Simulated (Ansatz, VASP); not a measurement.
**Cross-check of InH between VASP and Ansatz**

Aim: how closely do two programs agree when they are given the same cell, functional and k mesh? The cell is generated by rule, not measured, and may not be a known phase. The cell is taken from a series of runs on this material, whose earlier steps may have relaxed, scaled, displaced or heated it; both programs get it as it stands.

Method: plane waves, with VASP 6.6.1 beside it; relaxation of cell and atoms at PBE, in Ansatz 0.2.0.

## 1. The starting structure

The structure is tetragonal, space group P4/mmm (No. 123). Conventional cell: a = 3.297 Å, b = 3.297 Å, c = 2.947 Å, α = 90.00°, β = 90.00°, γ = 90.00°. Nearest to In lie 4 H at 2.33 Å. Nearest to H lie 4 In at 2.33 Å. Farther neighbours are not listed.

Coordinates:

```cif
data_structure
_symmetry_space_group_name_H-M 'P 1'
_symmetry_Int_Tables_number 1
_cell_length_a 3.2974
_cell_length_b 3.2974
_cell_length_c 2.9470
_cell_angle_alpha 90.000
_cell_angle_beta 90.000
_cell_angle_gamma 90.000
_cell_volume 32.04
loop_
_atom_site_label
_atom_site_type_symbol
_atom_site_fract_x
_atom_site_fract_y
_atom_site_fract_z
_atom_site_occupancy
In1 In 0.00000 0.00000 0.00000 1
H2 H 0.50000 0.50000 0.00000 1
```

## 2. Ansatz: relaxation of cell and atoms, PBE, pair 1

Ansatz runs on its default PAW (the set named soft_2) files.

The relaxed volume is the usual yardstick between codes: in a stiff, nearly cubic crystal its relative difference is about their pressure difference at one cell divided by the bulk modulus.

Input file input.yaml:

```yaml
crystal:
  lattice:
    - [3.2974480582, 0.0, 0.0]
    - [0.0, 3.2974480582, 0.0]
    - [0.0, 0.0, 2.9469763594]
  atoms:
    - { symbol: In, position: [0.0, 0.0, 0.0] }
    - { symbol: H, position: [0.5, 0.5, 0.0] }
kpoints:
  mp_grid: { grid: [12, 12, 12] }
hamiltonian:
  xc: pbe
scf:
  occupations: { method: methfessel_paxton, width: 0.15 }
output:
  forces: true
  stress: true
  eigenvalues: true
relax:
  adjacent_minimum: "off"
  f_tol: 0.001
  max_steps: 60
  cell: { stress_tol: 0.01 }
```

Launch:

```console
ansatz run input.yaml --threads 4 --pin off --max-ram 7168MiB --backend cpu --events-out ev --progress --plain --runs-dir out
```

Numbers of over 12 decimals in the logs are rounded to 6 here.

The log of the run:

```text
Engine: ansatz 0.2.0, aarch64-unknown-linux-gnu
Pseudopotentials: kind: paw
Pseudopotential: In, paw, valence charge 13, recommended cutoff 420 eV (normal), In.paw.azcp
Pseudopotential: H, paw, valence charge 1, recommended cutoff 420 eV (normal), H.paw.azcp
Functional definition: PBE
  parameter kappa = 0.804
  parameter beta = 0.066725
  exchange = pbe_x(kappa = kappa, mu = beta*pi^2/3)
  correlation = pbe_c(beta = beta)
Crystal: 2 atoms, lattice volume = 32.043 Å³
Basis set: ecut = 420 eV, 649 PW (Γ), exchange–correlation on 48×48×40 points (8 copies of the dense FFT grid, shifted against one another)
Bands: 11, of which v1, the nominal top of the filled ones, is band 7 counted from 1 (6 counted from 0)
Symmetry: 16 space group operations
Space group: P4/mmm (ITA 123), of the structure as read, at distance tolerance 3.2e-5 Å
k-points: 196 of 1728
Non-local potential: In, projectors of the file, l = 0: 2, l = 1: 2, l = 2: 2, l = 3: 2
Non-local potential: H, projectors of the file, l = 0: 2, l = 1: 1
PAW form: soft (Blöchl's): semilocal exchange-correlation on the pseudo side does not see the compensation charge
PAW one-centre angular grid: In, 590 points (default); XC on 64 Gauss nodes
PAW one-centre angular grid: H, 110 points (default); XC on 64 Gauss nodes
Initial density: superposition of atomic densities (neutral atoms: chi_scale 0, normalization atom), corrected by the library's trained network
Initial wavefunctions: pseudopotential atomic-orbital guess
Functional: x = pbe(κ = 0.804, μ = 0.219515), c = pbe(β = 0.066725)
SCF iter   1: F=—  HF=-5612.941988 eV  |F-HF|=—  |Δ(HF+E_count)|=         —  Δρ=5.33e-3  dr2=1.36e-2  ethr=1.77e-3  ⟨swp⟩=5.1  Hψ=12303  notcnv=0
preconditioner: auto → none  [metal: Δε(μ)=0.021 eV  Ē_g=17.717 eV  σ=0.150 eV  W_gap=0.12  n_scr=6 (ndim 8)  ℏωp=24.5 eV  f_vac=0.000  D(μ)=0.57/eV (n_scr^D=0)  sad-step TF]
SCF iter   2: F=—  HF=-5612.938190 eV  |F-HF|=—  |Δ(HF+E_count)|=   3.80e-3  S|Δr|=    0.00e0  Δρ=2.81e-3  dr2=4.62e-3  ethr=9.69e-5  ⟨swp⟩=1.0  Hψ=3727  notcnv=0
SCF iter   3: F=—  HF=-5612.936673 eV  |F-HF|=—  |Δ(HF+E_count)|=   1.52e-3  S|Δr|=    0.00e0  Δρ=6.14e-4  dr2=7.04e-5  ethr=3.30e-5  ⟨swp⟩=1.9  Hψ=2448  notcnv=0
SCF iter   4: F=—  HF=-5612.936671 eV  |F-HF|=—  |Δ(HF+E_count)|=   2.19e-6  S|Δr|=    0.00e0  Δρ=2.66e-4  dr2=1.89e-5  ethr=5.03e-7  ⟨swp⟩=2.0  Hψ=3526  notcnv=0
SCF iter   5: F=—  HF=-5612.936664 eV  |F-HF|=—  |Δ(HF+E_count)|=   7.13e-6  S|Δr|=    0.00e0  Δρ=3.57e-5  dr2=3.16e-7  ethr=1.35e-7  ⟨swp⟩=2.1  Hψ=3285  notcnv=0
SCF iter   6: F=-5612.936664 eV  HF=-5612.936664 eV  |F-HF|=5.85e-9  |Δ(HF+E_count)|=   1.54e-7  S|Δr|=    0.00e0  Δρ=6.57e-6  dr2=7.40e-9  ethr=7.14e-10  ⟨swp⟩=5.8  Hψ=10284  notcnv=0
SCF 1 converged in 6 iterations: F = -5612.936664 eV  dr2 = 7.40e-9
  greatest PAW one-centre occupation: 0.983 electrons in one spin orbital (limit 2), on the In atom at site 0 (counted from 0), in its partial waves of l = 2
relax step   1: F+E_penalty+E_count = -5612.93666429 eV  Δ(F+E_penalty+E_count) = +0.000e0 eV  max|allowed force component| = 9.861e-32 eV/Å  Δτ_max = 0.0000 Å  P = -0.002 GPa  Ω = 32.043 Å³  (6 SCF iters, dr2 threshold 1.00e-7 eV, accepted)
[...]
relax step   2: F+E_penalty+E_count = -5612.93666753 eV  Δ(F+E_penalty+E_count) = -3.238e-6 eV  max|allowed force component| = 4.536e-30 eV/Å  Δτ_max = 0.0000 Å  P = -0.002 GPa  Ω = 32.039 Å³  energy of the carried Pulay correction = +2.305e-6 eV  (3 SCF iters, dr2 threshold 1.82e-9 eV, accepted)
[...]
relax step   3: F+E_penalty+E_count = -5612.93666347 eV  Δ(F+E_penalty+E_count) = +4.062e-6 eV  max|allowed force component| = 1.430e-30 eV/Å  Δτ_max = 0.0000 Å  P = -0.002 GPa  Ω = 32.039 Å³  stress off target by 4.57e-3 GPa  SCF on the basis re-selected at this cell (its energy is not comparable with the rows above)  (5 SCF iters)
basis re-selected at this cell: Δ(F+E_penalty+E_count) = +4.062e-6 eV, ΔP = -0.000 GPa vs the last step (what re-selecting the basis moved, of the pressure what is left beyond the Pulay correction that the steps carried, after the strain that the cell walked since its last selection, with what the two solves' SCF thresholds leave and, on support functions, any second-order correction that the steps lacked; it is no m [...]
SCF converged after 5 iterations
Stability not checked: this state was not tested for a lower state beside it, because cold or Methfessel-Paxton smearing, or corrected tetrahedra, fill the levels in a way that the test cannot read (fill_not_monotonic; see scf.lower_state_search)
Free energy (F): -5612.936663 eV
Harris-Foulkes:  -5612.936663 eV  (|F-HF|=9.09e-13)
Internal energy: -5612.935901 eV  (E = F + TS)
E sigma→0 (E₀):  -5612.936473 eV
Entropy (-TS):   -0.000762 eV (-0.381 meV/atom)
Fermi energy:    8.130517 eV
Step filling:    the computed levels leave a gap of 0.0100 eV = 0.1 smearing widths at the electron count; against every level under it full and every level over it empty, smearing changes F+E_penalty+E_count by -0.326 meV and its σ→0 estimate by -0.136 meV
--- Per-component energies (eV) ---
  E_band       = -47.868262
  E_kinetic    = 254.058087
  E_local      = -1198.354414  (includes V_loc(G=0)·N_el)
  E_nonlocal   = 367.751775
  E_hartree    = 470.143490
  E_xc         = -224.135905
  E_vxc        = -110.597777  (∫ρ·V_xc dr)
  E_paw        = -4153.539196  (= ΣΔE_a)
  E_vpaw       = -301.011951  (= ΣTr[D̂ρ^β])
  E_aug_tail   = -0.000984  (compensation charges beyond the density's cutoff)
  E_ewald      = -1128.858754
  E_smearing   = -0.000762  (= −TS)
  E_closure    = 0.000000  (closes the sum)
  Σ components = -5612.936663   (vs F -5612.936663, Δ=0.00e0)
--- Forces (eV/Å), atoms counted from 1 ---
  atom   1  In    -0.00000000     0.00000000     0.00000000
  atom   2  H      0.00000000     0.00000000     0.00000000
  max |Σ_I F_I| component: 2.66e-30 eV/Å
--- Stress (GPa, compression-positive) ---
       -0.004574       0.000000       0.000000
        0.000000      -0.004574       0.000000
        0.000000       0.000000       0.003115
  P = ⅓ Tr σ = -0.0020 GPa (-0.020 kbar)
--- Band table (eV; the first three rows and the last of 196) ---
  k-point 0: bands = [... 3 lower, -6.1467, -6.1467, -1.5883, 10.2353, 13.0427, 13.0427, 16.6522, 16.6709]
  k-point 1: bands = [... 3 lower, -6.1664, -6.1664, -1.4709, 10.1860, 13.1841, 13.1841, 15.3224, 16.7587]
  k-point 2: bands = [... 3 lower, -6.2196, -6.2196, -1.1174, 9.8658, 13.5653, 13.5955, 13.5955, 17.0233]
  k-point 195: bands = [... 3 lower, -6.1330, -5.8965, 6.6170, 9.2530, 9.7547, 9.7829, 9.7829, 14.4440]
--- Relaxed structure (2 steps of the walk, 2 accepted, 1 SCFs on fresh bases) ---
  F+E_penalty+E_count = -5612.93666347 eV   max|allowed force component| = 1.430e-30 eV/Å   (the final SCF, on the basis selected at the relaxed cell)
  cell:  # Å, volume = 32.0395 Å³
    - [3.297828, 0.0, 0.0]
    - [0.0, 3.297828, 0.0]
    - [0.0, 0.0, 2.945976]
  atoms:
    - { symbol: In, position: [0.0, 0.0, 0.0] }
    - { symbol: H, position: [0.500000, 0.500000, 0.0] }
```

## 3. VASP: relaxation of cell and atoms, PBE, pair 1

The same cell, functional, mesh and smearing now go to VASP, with its own data sets.

Lines of VASP's logs that name or quote its potential files are left out, and so is its time.

Input file INCAR:

```
SYSTEM = InH
PREC = Accurate
ENCUT = 500
EDIFF = 1E-07
NELM = 120
ISMEAR = 1
SIGMA = 0.15
LREAL = .FALSE.
ALGO = Normal
GGA = PE
NBANDS = 13
LORBIT = 11
LWAVE = .FALSE.
LCHARG = .FALSE.
ISIF = 3
IBRION = 2
NSW = 80
EDIFFG = -0.005
LASPH = .TRUE.
GGA_COMPAT = .FALSE.
NELMIN = 4
KPAR = 2
```

Input file POSCAR:

```
InH
1.0
    3.2974480000      0.0000000000      0.0000000000
    0.0000000000      3.2974480000      0.0000000000
    0.0000000000      0.0000000000      2.9469760000
In H
1 1
Direct
    0.0000000000      0.0000000000      0.0000000000
    0.5000000000      0.5000000000      0.0000000000
```

Input file KPOINTS:

```
Automatic mesh
0
Gamma
12 12 12
0 0 0
```

Potentials, in the order of the species: In_d and H (PBE family, release 64).

Launch:

```console
mpirun -np 2 vasp_std
```

The log of the run:

```text
[banner, memory and clock lines left out]
running    2 mpi-ranks, on    1 nodes
 distrk:  each k-point on    1 cores,    2 groups
 distr:  one band on    1 cores,    1 groups

 POSCAR found type information on POSCAR InH
 POSCAR found :  2 types and       2 ions
 LDA part: xc-table for (Slater+PW92), standard interpolation
 POSCAR, INCAR and KPOINTS ok, starting setup
 FFT: planning ... GRIDC
 FFT: planning ... GRID_SOFT
 FFT: planning ... GRID
 WAVECAR not read
 entering main loop
       N       E                     dE             d eps       ncg     rms          rms(c)
DAV:   1     0.826588855101E+02    0.82659E+02   -0.66686E+03  5172   0.130E+03
DAV:   2    -0.888586877977E+00   -0.83547E+02   -0.80527E+02  5506   0.290E+02
DAV:   3    -0.529171693945E+01   -0.44031E+01   -0.43862E+01  6094   0.671E+01
DAV:   4    -0.539578939379E+01   -0.10407E+00   -0.10404E+00  6239   0.104E+01
DAV:   5    -0.540075342431E+01   -0.49640E-02   -0.49639E-02  7044   0.200E+00    0.356E+00
DAV:   6    -0.518702284608E+01    0.21373E+00   -0.26949E-01  7025   0.669E+00    0.170E+00
DAV:   7    -0.516274307598E+01    0.24280E-01   -0.92301E-02  6963   0.254E+00    0.533E-01
DAV:   8    -0.516368232215E+01   -0.93925E-03   -0.10715E-02  6124   0.115E+00    0.123E-01
DAV:   9    -0.516377558688E+01   -0.93265E-04   -0.25717E-04  7006   0.185E-01    0.992E-02
DAV:  10    -0.516382986889E+01   -0.54282E-04   -0.60435E-05  6066   0.118E-01    0.278E-02
DAV:  11    -0.516383917816E+01   -0.93093E-05   -0.70710E-06  5771   0.253E-02    0.296E-03
DAV:  12    -0.516383924145E+01   -0.63292E-07   -0.50821E-07  5981   0.539E-03
   1 F= -.51638392E+01 E0= -.51635854E+01  d E =-.516384E+01
 curvature:   0.00 expect dE= 0.000E+00 dE for cont linesearch  0.000E+00
 trial: gam= 0.00000 g(F)=  0.000E+00 g(S)=  0.222E-04 ort = 0.000E+00 (trialstep = 0.100E+01)
 search vector abs. value=  0.222E-04
 bond charge predicted
       N       E                     dE             d eps       ncg     rms          rms(c)
DAV:   1    -0.516409510887E+01   -0.25593E-03   -0.54914E-03  6231   0.148E+00    0.965E-02
DAV:   2    -0.516387989744E+01    0.21521E-03   -0.40878E-04  6241   0.430E-01    0.338E-02
DAV:   3    -0.516385086600E+01    0.29031E-04   -0.87359E-05  7589   0.187E-01    0.173E-02
DAV:   4    -0.516385095222E+01   -0.86218E-07   -0.23431E-06  5456   0.145E-02    0.119E-02
DAV:   5    -0.516385167685E+01   -0.72463E-06   -0.70000E-07  5442   0.543E-03    0.366E-03
DAV:   6    -0.516385224988E+01   -0.57303E-06   -0.16468E-07  5721   0.294E-03    0.944E-04
DAV:   7    -0.516385220390E+01    0.45981E-07   -0.47186E-09  2818   0.784E-04
   2 F= -.51638522E+01 E0= -.51636007E+01  d E =-.129624E-04
 trial-energy change:   -0.000013  1 .order   -0.000015   -0.000022   -0.000007
 step:   1.4888(harm=  1.4888)  dis= 0.00000  next Energy=    -5.163856 (dE=-0.165E-04)
 reached required accuracy - stopping structural energy minimisation
```

From OUTCAR (step 3):

```text
ion  position               nearest neighbor table
   1  0.000  0.000  0.000-   2 2.33   2 2.33   2 2.33   2 2.33
   2  0.500  0.500  0.000-   1 2.33   1 2.33   1 2.33   1 2.33

  LATTYP: Found a simple tetragonal cell.
 ALAT       =     3.2974480000
 C/A-ratio  =     0.8937141693

 Subroutine GETGRP returns: Found 16 space group operations
 (whereof 16 operations were pure point group operations)

The static configuration has the point symmetry D_4h.

 Found    196 irreducible k-points:

   k-points           NKPTS =    196   k-points in BZ     NKDIM =    196   number of bands    NBANDS=     13

   dimension x,y,z NGX =    24 NGY =   24 NGZ =   24
   dimension x,y,z NGXF=    48 NGYF=   48 NGZF=   48

   ENCUT  =  500.0 eV  36.75 Ry    6.06 a.u.   6.01  6.01  5.37*2*pi/ulx,y,z

   NELECT =      14.0000    total number of electrons

 k-points in reciprocal lattice and weights: Automatic mesh
   0.00000000  0.00000000  0.00000000       0.001
   0.08333333  0.00000000  0.00000000       0.002
   0.16666667  0.00000000  0.00000000       0.002
   0.25000000  0.00000000  0.00000000       0.002
   0.33333333  0.00000000  0.00000000       0.002
   0.41666667  0.00000000  0.00000000       0.002
   0.50000000  0.00000000  0.00000000       0.001
   0.08333333  0.08333333  0.00000000       0.002
   0.16666667  0.08333333  0.00000000       0.005
[...]
0.50000000  0.41666667  0.50000000       0.002
   0.50000000  0.50000000  0.50000000       0.001

 average (electrostatic) potential at core
       1 -95.4875       2 -30.8264

 E-fermi :   5.8349

 k-point     1 :       0.0000    0.0000    0.0000
  band No.  band energies     occupation
    ...
      2      -8.9790      2.00000
      3      -8.5721      2.00000
      4      -8.4425      2.00000
      5      -8.4425      2.00000
      6      -3.8934      2.00000
      7       7.9464     -0.00000
      8      10.7509      0.00000
      9      10.7509      0.00000
     10      14.3541      0.00000
     11      14.3837      0.00000
    ...

 k-point     2 :       0.0833    0.0000    0.0000
  band No.  band energies     occupation
    ...
      2      -8.9633      2.00000
      3      -8.5805      2.00000
      4      -8.4487      2.00000
      5      -8.4419      2.00000
      6      -3.7936      2.00000
      7       7.2830     -0.00000
      8      10.7563      0.00000
      9      10.8647      0.00000
     10      14.4673      0.00000
     11      15.1253      0.00000
    ...

 k-point     3 :       0.1667    0.0000    0.0000
  band No.  band energies     occupation
    ...
      3      -8.6032      2.00000
      4      -8.4656      2.00000
      5      -8.4405      2.00000
      6      -3.4921      2.00000
      7       5.8351      0.99768
      8      10.8092      0.00000
      9      11.1988      0.00000
     10      14.8005      0.00000
     11      16.5418      0.00000
     12      18.4686      0.00000
    ...

  Total       -0.0035745     -0.0035745     -0.0092251      0.0000000      0.0000000     -0.0000000
  in kB       -0.1789528     -0.1789528     -0.4618435      0.0000000      0.0000000     -0.0000000
  external PRESSURE =      -0.2732497 kB  Pullay stress =       0.0000000 kB

  energy-cutoff  :      500.00
  volume of cell :       32.00
      direct lattice vectors                 reciprocal lattice vectors
     3.296189229  0.000000000 -0.000000000     0.303380641  0.000000000  0.000000000
     0.000000000  3.296189229 -0.000000000     0.000000000  0.303380641  0.000000000
     0.000000000  0.000000000  2.945521864     0.000000000  0.000000000  0.339498414

 POSITION                                       TOTAL-FORCE (eV/Angst)
 -----------------------------------------------------------------------------------
      0.00000      0.00000      0.00000         0.000000      0.000000      0.000000
      1.64809      1.64809     -0.00000         0.000000      0.000000      0.000000
 -----------------------------------------------------------------------------------
    total drift:                               -0.000000      0.000000     -0.000000

  FREE ENERGIE OF THE ION-ELECTRON SYSTEM (eV)
  ---------------------------------------------------
  free  energy   TOTEN  =        -5.1638522039 eV

  energy  without entropy=       -5.1630976233  energy(sigma->0) =       -5.16360068

 reached required accuracy - stopping structural energy minimisation

 total charge
# of ion       s       p       d       tot
------------------------------------------
    1        0.952   0.532   9.863  11.347
    2        0.462   0.007   0.000   0.470
--------------------------------------------------
tot          1.415   0.540   9.863  11.817

[... 3 further parts left out ...]
```

CONTCAR:

```
InH
   1.00000000000000
     3.2961892285002246    0.0000000000000000   -0.0000000000000000
     0.0000000000000000    3.2961892285002246   -0.0000000000000000
     0.0000000000000000    0.0000000000000000    2.9455218640173730
  In              H
     1     1
Direct
     0.0000000000000000    0.0000000000000000    0.0000000000000000
     0.5000000000000000    0.5000000000000000    0.0000000000000000
```

The run keeps the 16 symmetry operations of its start, so it cannot find a distortion of lower symmetry.

## 4. Side by side

Known differences besides the potentials themselves: the cutoff is 420 eV in Ansatz and 500 eV in VASP; Ansatz adds a Pulay correction to the stress that steers its cell, VASP none. Total energies have different zeros and are not compared.

The two programs side by side:

| quantity | Ansatz | VASP | difference |
| --- | --- | --- | --- |
| volume (Å³) | 32.04 | 32.00 | +0.11 % |
| edge a after relaxation, in the typed setting (Å) | 3.298 | 3.296 | +0.05 % |
| edge c after relaxation, in the typed setting (Å) | 2.946 | 2.946 | +0.02 % |

## 5. Ansatz: relaxation of cell and atoms, PBE, pair 2

The relaxed volume is the usual yardstick between codes: in a stiff, nearly cubic crystal its relative difference is about their pressure difference at one cell divided by the bulk modulus. Its start cell is another than that of the pair before, and may be another structure of the material.

The cell is taken from a series of runs on this material, whose earlier steps may have relaxed, scaled, displaced or heated it; both programs get it as it stands.

input.yaml, the sections that differ from step 2:

```yaml
crystal:
  lattice:
    - [3.1544148834, 0.0, 0.0]
    - [-1.5772074417, 2.7318034231, 0.0]
    - [0.0, 0.0, 3.9020351972]
  atoms:
    - { symbol: In, position: [0.0, 0.0, 0.0] }
    - { symbol: H, position: [0.0, 0.0, 0.5] }
kpoints:
  mp_grid: { grid: [15, 15, 10] }
# hamiltonian, scf, output, relax: as in step 2
```

Launch:

```console
ansatz run input.yaml --threads 4 --pin off --max-ram 7168MiB --backend cpu --events-out ev --progress --plain --runs-dir out
```

The log of the run:

```text
[...]
Crystal: 2 atoms, lattice volume = 33.625 Å³
Basis set: ecut = 420 eV, 637 PW (Γ), exchange–correlation on 48×48×54 points (8 copies of the dense FFT grid, shifted against one another)
Bands: 11, of which v1, the nominal top of the filled ones, is band 7 counted from 1 (6 counted from 0)
Symmetry: 24 space group operations
[...]
k-points: 162 of 2250
[...]
k-point 161: bands = [... 3 lower, -7.1349, -7.0173, 3.6518, 6.3797, 7.9552, 7.9552, 12.6867, 12.6867]
--- Relaxed structure (3 steps of the walk, 3 accepted, 1 SCFs on fresh bases) ---
[...]
cell:  # Å, volume = 33.7754 Å³
    - [3.157066, 0, 0]
    - [-1.578533, 2.734099, 0]
    - [0, 0, 3.912940]
  atoms:
    - { symbol: In, position: [0, 0, 0.0] }
    - { symbol: H, position: [0, 0, 0.5] }
[key lines of the parts left out:]
SCF converged after 5 iterations
Free energy (F): -5613.140809 eV
Fermi energy:    7.225544 eV
P = ⅓ Tr σ = 0.0010 GPa (0.010 kbar)
```

(Continued in part 2 of 2.)

[Lines on the potential files, build, host, timing and source positions are cut from VASP's logs without a mark.]

[Logs are printed without paths, hosts, clocks, repeated set-up lines and the standing remarks that a program may print on its own settings, such as how far it seeks lower states.]

[Hosts, paths, dates, database ids (printed as entryN), source tags and the programs' standing remarks are cut or masked in the printed files.]
